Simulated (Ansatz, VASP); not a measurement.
# LaS: VASP beside Ansatz, part 2 of 2

Wanted: the spread between two codes on one cell, functional and k mesh.

VASP 6.6.1 and Ansatz 0.2.0.

So far: Set-up; Ansatz: band structure, LDA; VASP: band structure, LDA; Comparison; Ansatz: band structure, LDA, spin-orbit coupling.

## Step 6: VASP: band structure, LDA, spin-orbit coupling

Level of this step: LDA, spin-orbit coupling; plane waves and PAW (La, S) (VASP).

The same cell, functional (in two slightly different forms), mesh and smearing now go to VASP, with its own data sets and cutoff.

File INCAR:

```
SYSTEM = LaS
PREC = Accurate
ENCUT = 400
EDIFF = 1E-06
NELM = 100
ISMEAR = -1
SIGMA = 0.05
LREAL = .FALSE.
ALGO = Normal
GGA = CA
LNONCOLLINEAR = .TRUE.
MAGMOM = 0 0 0 0 0 0
NBANDS = 28
GGA_COMPAT = .FALSE.
LASPH = .TRUE.
LSORBIT = .TRUE.
LMAXMIX = 6
LORBIT = 11
LWAVE = .FALSE.
LCHARG = .FALSE.
KPAR = 2
```

File POSCAR:

```
LaS
1.0
    0.0000000000      2.9270000000      2.9270000000
    2.9270000000      0.0000000000      2.9270000000
    2.9270000000      2.9270000000      0.0000000000
La S
1 1
Direct
    0.0000000000      0.0000000000      0.0000000000
    0.5000000000      0.5000000000      0.5000000000
```

File KPOINTS:

```
Automatic mesh
0
Gamma
10 10 10
0 0 0
```

File KPOINTS_OPT:

```
Line mode
16
Line-mode
Reciprocal
  0.00000000   0.00000000   0.00000000 GAMMA
  0.50000000   0.00000000   0.50000000 X

  0.50000000   0.00000000   0.50000000 X
  0.50000000   0.25000000   0.75000000 W

  0.50000000   0.25000000   0.75000000 W
  0.37500000   0.37500000   0.75000000 K

  0.37500000   0.37500000   0.75000000 K
  0.00000000   0.00000000   0.00000000 GAMMA

  0.00000000   0.00000000   0.00000000 GAMMA
  0.50000000   0.50000000   0.50000000 L

  0.50000000   0.50000000   0.50000000 L
  0.62500000   0.25000000   0.62500000 U

  0.62500000   0.25000000   0.62500000 U
  0.50000000   0.25000000   0.75000000 W

  0.50000000   0.25000000   0.75000000 W
  0.50000000   0.50000000   0.50000000 L

  0.50000000   0.50000000   0.50000000 L
  0.37500000   0.37500000   0.75000000 K

  0.62500000   0.25000000   0.62500000 U
  0.50000000   0.00000000   0.50000000 X
```

The projector-augmented-wave data sets are La and S (LDA family, release 64).

The run is started by

```sh
mpirun -np 2 vasp_ncl
```

Numbers of over 12 decimals in the logs are rounded to 6 here.

The program printed:

```text
[... set-up lines as in an earlier step ...]
 entering main loop
       N       E                     dE             d eps       ncg     rms          rms(c)
DAV:   1     0.166372119588E+03    0.16637E+03   -0.51469E+03  2672   0.136E+03
DAV:   2     0.134816355127E+02   -0.15289E+03   -0.14365E+03  3512   0.264E+02
DAV:   3    -0.131974772738E+02   -0.26679E+02   -0.25302E+02  3968   0.139E+02
DAV:   4    -0.151448798250E+02   -0.19474E+01   -0.19157E+01  4752   0.342E+01
[...]
DAV:  11    -0.150901899901E+02    0.12096E-04   -0.15934E-04  4696   0.687E-02    0.292E-02
DAV:  12    -0.150901913124E+02   -0.13223E-05   -0.15599E-05  4624   0.373E-02    0.114E-02
DAV:  13    -0.150901914761E+02   -0.16366E-06   -0.17085E-06  3776   0.137E-02
   1 F= -.15090191E+02 E0= -.15085410E+02  d E =-.956213E-02  mag=     0.0000    -0.0000     0.0000
 Start KPOINTS_OPT (optional k-point list driver)
k-point batch [1-47\160]
       N       E                     dE             ncg
DAV:   1     0.494325136499E+04   -0.14347E+05     2680
DAV:   2    -0.186700094354E+04   -0.68103E+04     3344
DAV:   3    -0.315221710161E+04   -0.12852E+04     4324
DAV:   4    -0.324951076129E+04   -0.97294E+02     4660
[...]
DAV:  11    -0.325775955079E+04   -0.10612E-04     3744
DAV:  12    -0.325775955213E+04   -0.13486E-05     3104
DAV:  13    -0.325775955250E+04   -0.36838E-06     3008
[...]
k-point batch [142-160\160]
       N       E                     dE             ncg
DAV:   1     0.146730353519E+05   -0.77465E+04     1080
DAV:   2     0.120079894586E+05   -0.26650E+04     1328
DAV:   3     0.114765674074E+05   -0.53142E+03     1772
DAV:   4     0.114345830558E+05   -0.41984E+02     1824
[...]
DAV:  10     0.114313826167E+05   -0.30181E-04     1928
DAV:  11     0.114313826140E+05   -0.27371E-05     1520
DAV:  12     0.114313826137E+05   -0.23351E-06     1248
```

OUTCAR, selected parts (step 6):

```text
  Total       -1.2053326     -1.2053326     -1.2053326     -0.0000000     -0.0000000      0.0000000
  in kB      -38.5051933    -38.5051933    -38.5051933     -0.0000000     -0.0000000      0.0000000
  external PRESSURE =     -38.5051933 kB  Pullay stress =       0.0000000 kB

 POSITION                                       TOTAL-FORCE (eV/Angst)
 -----------------------------------------------------------------------------------
      0.00000      0.00000      0.00000         0.000000      0.000000      0.000000
      2.92700      2.92700      2.92700        -0.000000     -0.000000     -0.000000
 -----------------------------------------------------------------------------------
    total drift:                                0.000000      0.000000      0.000000

  FREE ENERGIE OF THE ION-ELECTRON SYSTEM (eV)
  ---------------------------------------------------
  free  energy   TOTEN  =       -15.0901914761 eV

  energy  without entropy=      -15.0806293505  energy(sigma->0) =      -15.08541041

 magnetization (x)
# of ion       s       p       d       f       tot
--------------------------------------------------
    1        0.000   0.000  -0.000   0.000  -0.000
    2       -0.000   0.000   0.000   0.000  -0.000
--------------------------------------------------
tot         -0.000   0.000  -0.000   0.000  -0.000

 magnetization (y)
# of ion       s       p       d       f       tot
--------------------------------------------------
    1        0.000  -0.000   0.000   0.000   0.000
    2       -0.000   0.000   0.000   0.000   0.000
--------------------------------------------------
tot          0.000   0.000   0.000   0.000   0.000

 magnetization (z)
# of ion       s       p       d       f       tot
--------------------------------------------------
    1       -0.000   0.000   0.000   0.000   0.000
    2        0.000  -0.000   0.000   0.000  -0.000
--------------------------------------------------
tot         -0.000  -0.000   0.000   0.000   0.000

[... 1 part as in an earlier step ...]

[... 2 further parts left out ...]
[key lines of the parts left out:]
E-fermi :   8.6852
```

At this level the cell is under a tension of 3.9 GPa, so at these settings it is away from equilibrium.

## Step 7: Comparison

What differs besides the data sets and the points named for the pairs above, as far as they apply: spin-orbit coupling enters by fully relativistic files in Ansatz and inside the spheres in VASP. Total energies have different zeros and are not compared.

Both answers:

```tsv
quantity	Ansatz	VASP	difference
pressure (GPa)	-3.83	-3.85	+0.02
```

Levels from 3 eV below to 2 eV above the Fermi level differ by 21 meV r.m.s. and 49 meV at most; each VASP level is matched to the nearest of Ansatz, which flatters the figure a little. Ansatz's pressure holds a Pulay correction of 0.01 GPa; VASP's holds none.

## Step 8: VASP: single point, LDA, spin-orbit coupling

With cell and atoms fixed, the geometry can't cause a difference; cores, projectors, grids and the points listed under the comparison can.

Edit INCAR of step 6 so:

```diff
@@ -5,3 +5,3 @@
 NELM = 100
-ISMEAR = -1
+ISMEAR = -5
 SIGMA = 0.05
@@ -21 +21,2 @@
 KPAR = 2
+NEDOS = 2001
```

POSCAR is that of step 6.

KPOINTS is that of step 6.

The run is started by

```sh
mpirun -np 2 vasp_ncl
```

The program printed:

```text
[... set-up lines as in an earlier step ...]
 entering main loop
       N       E                     dE             d eps       ncg     rms          rms(c)
DAV:   1     0.166393989878E+03    0.16639E+03   -0.51469E+03  2672   0.136E+03
DAV:   2     0.134990043994E+02   -0.15289E+03   -0.14375E+03  3512   0.264E+02
DAV:   3    -0.132022038862E+02   -0.26701E+02   -0.25327E+02  3968   0.139E+02
DAV:   4    -0.151430058074E+02   -0.19408E+01   -0.19131E+01  4752   0.342E+01
[...]
DAV:  11    -0.150893734349E+02    0.11988E-04   -0.15210E-04  4712   0.656E-02    0.296E-02
DAV:  12    -0.150893746102E+02   -0.11753E-05   -0.14568E-05  4632   0.361E-02    0.113E-02
DAV:  13    -0.150893749413E+02   -0.33110E-06   -0.16654E-06  3728   0.133E-02
   1 F= -.15089375E+02 E0= -.15089375E+02  d E =0.000000E+00  mag=    -0.0000     0.0000    -0.0000
 -----------------------------------------------------------------------------
|                                                                             |
|           W    W    AA    RRRRR   N    N  II  N    N   GGGG   !!!           |
|           W    W   A  A   R    R  NN   N  II  NN   N  G    G  !!!           |
|           W    W  A    A  R    R  N N  N  II  N N  N  G       !!!           |
|           W WW W  AAAAAA  RRRRR   N  N N  II  N  N N  G  GGG   !            |
|           WW  WW  A    A  R   R   N   NN  II  N   NN  G    G                |
|           W    W  A    A  R    R  N    N  II  N    N   GGGG   !!!           |
|                                                                             |
|     Tetrahedron method does not include variations of the Fermi             |
|     occupations, so forces and stress will be inaccurate. We suggest        |
|     using a different smearing scheme ISMEAR = 1 or 2 for metals in         |
|     relaxations.                                                            |
|                                                                             |
 -----------------------------------------------------------------------------
```

OUTCAR, selected parts (step 8):

```text
  Total       -1.2190719     -1.2190719     -1.2190719      0.0000000      0.0000000     -0.0000000
  in kB      -38.9441069    -38.9441069    -38.9441069      0.0000000      0.0000000     -0.0000000
  external PRESSURE =     -38.9441069 kB  Pullay stress =       0.0000000 kB

 POSITION                                       TOTAL-FORCE (eV/Angst)
 -----------------------------------------------------------------------------------
      0.00000      0.00000      0.00000        -0.000000      0.000000     -0.000000
      2.92700      2.92700      2.92700         0.000000     -0.000000      0.000000
 -----------------------------------------------------------------------------------
    total drift:                                0.000000      0.000000      0.000000

  FREE ENERGIE OF THE ION-ELECTRON SYSTEM (eV)
  ---------------------------------------------------
  free  energy   TOTEN  =       -15.0893749413 eV

  energy  without entropy=      -15.0893749413  energy(sigma->0) =      -15.08937494

 magnetization (x)
# of ion       s       p       d       f       tot
--------------------------------------------------
    1       -0.000   0.000   0.000  -0.000  -0.000
    2        0.000  -0.000   0.000   0.000  -0.000
--------------------------------------------------
tot         -0.000  -0.000   0.000  -0.000  -0.000

 magnetization (y)
# of ion       s       p       d       f       tot
--------------------------------------------------
    1       -0.000  -0.000  -0.000   0.000  -0.000
    2       -0.000  -0.000   0.000   0.000  -0.000
--------------------------------------------------
tot         -0.000  -0.000  -0.000   0.000  -0.000

 magnetization (z)
# of ion       s       p       d       f       tot
--------------------------------------------------
    1        0.000   0.000   0.000  -0.000   0.000
    2        0.000   0.000   0.000   0.000   0.000
--------------------------------------------------
tot          0.000   0.000   0.000  -0.000   0.000

[... 2 parts as in an earlier step ...]

[... 1 further part left out ...]
[key lines of the parts left out:]
E-fermi :   8.6726
```

With tetrahedra the forces and stress of a metal are not exact derivatives of the energy.

## Step 9: Ansatz: single point, LDA, spin-orbit coupling

The same cell, functional (in two slightly different forms), mesh and smearing now go to Ansatz, which takes its cutoff from its data sets.

File input.yaml:

```yaml
crystal:
  lattice:
    - [0.0, 2.927, 2.927]
    - [2.927, 0.0, 2.927]
    - [2.927, 2.927, 0.0]
  atoms:
    - { symbol: La, position: [0.0, 0.0, 0.0] }
    - { symbol: S, position: [0.5, 0.5, 0.5] }
hamiltonian:
  xc: lda
  pseudopotentials: { kind: paw_fr }
magnetization:
  noncollinear: true
  spin_orbit: true
kpoints:
  mp_grid: { grid: [10, 10, 10] }
scf:
  occupations: { method: tetrahedron }
output:
  forces: true
  stress: true
```

The run is started by

```sh
ansatz run input.yaml --threads 2 --pin off --max-ram 4608MiB --backend cpu --events-out ev --progress --plain --runs-dir out
```

The program printed:

```text
Warning: output.forces, output.stress, relax.cell or npt_langevin: where a Kohn–Sham band that disperses or a degenerate level is filled in part under the method tetrahedron, the forces or the stress that this run publishes need not agree with its energy (scf.occupations.method in the input reference, under Limitations); prefer a smearing scheme for the forces or the stress
[...]
k-point 1: bands = [... 13 lower, 8.0228, 8.0818, 8.0818, 11.5652, 11.5652, 11.7404, 11.7404, 11.7989, ... 5 higher]
  k-point 2: bands = [... 13 lower, 7.5615, 7.6213, 7.6213, 11.5921, 11.5921, 12.1123, 12.1123, 12.1563, ... 5 higher]
  k-point 46: bands = [... 13 lower, 7.6557, 7.8881, 7.8881, 11.2721, 11.2721, 12.4087, 12.4087, 13.0119, ... 5 higher]
[key lines of the parts left out:]
SCF converged after 7 iterations
Magnetization: |M| = 0.0000 μB,  M = (+0.0000, +0.0000, +0.0000) μB
Free energy (F): -6955.329051 eV
Fermi energy:    11.443324 eV
P = ⅓ Tr σ = -3.8692 GPa (-38.692 kbar)
```

It took 9.4 s on 2 threads of Intel Xeon at 2.80GHz (Skylake/Cascade Lake), shared host; peak memory 0.57 GiB.

The run ends at a pressure of -3.87 GPa.

## Step 10: Comparison

Compared:

```tsv
quantity	Ansatz	VASP	difference
pressure (GPa)	-3.87	-3.89	+0.03
```

Ansatz's pressure holds a Pulay correction of 0.01 GPa; VASP's holds none.

## Step 11: Results

```yaml
r_m_s_difference_of_levels_near_the_fermi_level_band_structure_lda: 8.5 meV
r_m_s_difference_of_levels_near_the_fermi_level_band_structure_lda_spin_orbit_coupling: 21 meV
difference_in_pressure_single_point_lda_spin_orbit_coupling: 0.025 GPa
```

What this shows: The r.m.s. difference of levels near the Fermi level is 21 meV (band structure, LDA, spin-orbit coupling), within the 80 meV picked in this series as the mark of a large difference. Such differences can come from data sets, numerical settings and the points named under the comparisons, not from the functional's error against experiment.

[Lines on the potential files, build, host, timing and source positions are cut from VASP's logs without a mark.]

[Logs are printed without paths, hosts, clocks, repeated set-up lines and the standing remarks that a program may print on its own settings, such as how far it seeks lower states.]

[Hosts, paths, dates, database ids (printed as entryN), source tags and the programs' standing remarks are cut or masked in the printed files.]
